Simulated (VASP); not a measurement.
Computed with LDA (Ceperley-Alder, Perdew-Zunger), VASP's LDA PAW potentials (set 64) (plane waves; VASP 6.6.1).

A VASP calculation is set up with these files.

KPOINTS:
```
Automatic
0
gamma
7 7 7
0 0 0
```

**POSCAR**
```
SnTe
1
    0.0000000000     3.1480561157     3.1480561157
    3.1480561157     0.0000000000     3.1480561157
    3.1480561157     3.1480561157     0.0000000000
Sn Te
1 1
Direct
  0.0000000000   0.0000000000   0.0000000000
  0.5000000000   0.5000000000   0.5000000000
```

**INCAR**
```
SYSTEM = SnTe
PREC = Accurate; ENCUT = 520; LREAL = .FALSE.
LASPH = .TRUE.
EDIFF = 1E-7; NELM = 100; ALGO = Normal
LMAXMIX = 4
ISMEAR = 0; SIGMA = 0.05
ISIF = 2
LWAVE = .FALSE.; LCHARG = .FALSE.
```

POTCAR, in this order: Sn_d Te (LDA.64 set). Program: vasp_std.

Output

**OSZICAR**
```
       N       E                     dE             d eps       ncg     rms          rms(c)
DAV:   1     0.123389308423E+03    0.12339E+03   -0.96973E+03   560   0.164E+03
DAV:   2     0.204790041372E+01   -0.12134E+03   -0.11956E+03   578   0.360E+02
DAV:   3    -0.860260335690E+01   -0.10651E+02   -0.10539E+02   746   0.990E+01
DAV:   4    -0.888245069342E+01   -0.27985E+00   -0.27975E+00   654   0.179E+01
DAV:   5    -0.889333997240E+01   -0.10889E-01   -0.10889E-01   806   0.326E+00    0.474E+00
DAV:   6    -0.883611701116E+01    0.57223E-01   -0.13017E-01   744   0.287E+00    0.303E+00
DAV:   7    -0.883197667159E+01    0.41403E-02   -0.42848E-02   718   0.127E+00    0.764E-01
DAV:   8    -0.883108003673E+01    0.89663E-03   -0.66655E-03   668   0.755E-01    0.149E-01
DAV:   9    -0.883109561188E+01   -0.15575E-04   -0.56373E-04   686   0.230E-01    0.401E-02
DAV:  10    -0.883108399731E+01    0.11615E-04   -0.47904E-05   676   0.642E-02    0.251E-02
DAV:  11    -0.883108298533E+01    0.10120E-05   -0.25523E-05   694   0.411E-02    0.182E-02
DAV:  12    -0.883108284618E+01    0.13914E-06   -0.19695E-06   602   0.953E-03    0.113E-02
DAV:  13    -0.883108283465E+01    0.11531E-07   -0.65705E-08   330   0.208E-03
   1 F= -.88310828E+01 E0= -.88310828E+01  d E =-.299600E-18
```

### OUTCAR
```
------------------------ aborting loop because EDIFF is reached ----------------------------------------
  FORCE on cell =-STRESS in cart. coord.  units (eV):
  Direction    XX          YY          ZZ          XY          YZ          ZX
  --------------------------------------------------------------------------------------
  Total       -0.5513142     -0.5513142     -0.5513142      0.0000000      0.0000000     -0.0000000
  in kB      -14.1563847    -14.1563847    -14.1563847      0.0000000      0.0000000     -0.0000000
  external PRESSURE =     -14.1563847 kB  Pullay stress =       0.0000000 kB
  volume of cell :       62.40
      direct lattice vectors                 reciprocal lattice vectors
     0.000000000  3.148056116  3.148056116    -0.158828173  0.158828173  0.158828173
     3.148056116  0.000000000  3.148056116     0.158828173 -0.158828173  0.158828173
     3.148056116  3.148056116  0.000000000     0.158828173  0.158828173 -0.158828173
 POSITION                                       TOTAL-FORCE (eV/Angst)
 -----------------------------------------------------------------------------------
      0.00000      0.00000      0.00000        -0.000000      0.000000     -0.000000
      3.14806      3.14806      3.14806         0.000000      0.000000      0.000000
 -----------------------------------------------------------------------------------
    total drift:                               -0.000000      0.000000      0.000000
  FREE ENERGIE OF THE ION-ELECTRON SYSTEM (eV)
  ---------------------------------------------------
  free  energy   TOTEN  =        -8.8310828347 eV

  energy  without entropy=       -8.8310828347  energy(sigma->0) =       -8.83108283
```
(Selected blocks of OUTCAR.)

The compound is SnTe in the rock salt structure, which distorts at low temperature. This cell is one point of a volume scan, at 1.03 of the reference volume.
